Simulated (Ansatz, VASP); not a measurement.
## Bi3B5 in VASP and in Ansatz

```
B Bi
1.0
    -3.16947    3.16947    3.16947
     3.16947   -3.16947    3.16947
     3.16947    3.16947   -3.16947
B Bi
5 3
Direct
  0.00000 0.00000 0.00000
  0.00000 0.00000 0.50000
  0.00000 0.50000 0.00000
  0.50000 0.00000 0.00000
  0.50000 0.50000 0.50000
  0.00000 0.50000 0.50000
  0.50000 0.50000 0.00000
  0.50000 0.00000 0.50000
```

Change from the starting cell: species swapped into the Fe5Co3 type (Im-3m, No. 229).

Alike in both runs: task relaxation of cell and atoms; functional PBE; k mesh 8 × 8 × 8; occupations gaussian, width 0.1 eV; no spin polarisation.

```csv
,VASP,Ansatz
version,VASP 6.6.1,Ansatz 0.2.0
potentials or method,"VASP PAW PBE potentials, release 64 (B, Bi_d)","scalar-relativistic, plane waves, PAW"
plane-wave cutoff (eV),600,420
valence electrons in the cell,60,60
```

```csv
,VASP,Ansatz,Ansatz less VASP
"gap on the k mesh at the Fermi level, each at its own relaxed structure (eV)",none,none,-
relaxed volume (Å³/atom),16.69,16.69,0.000
relaxed cell length with the largest relative difference (Å),5.577,5.577,0.0000
energy change over the relaxation (meV/atom),-9,-9,+0.1
```

A gap of «none» marks a metal or a gap that the smearing closes.

Caveats: spin-orbit coupling is left out, which moves the levels of the heavy elements.
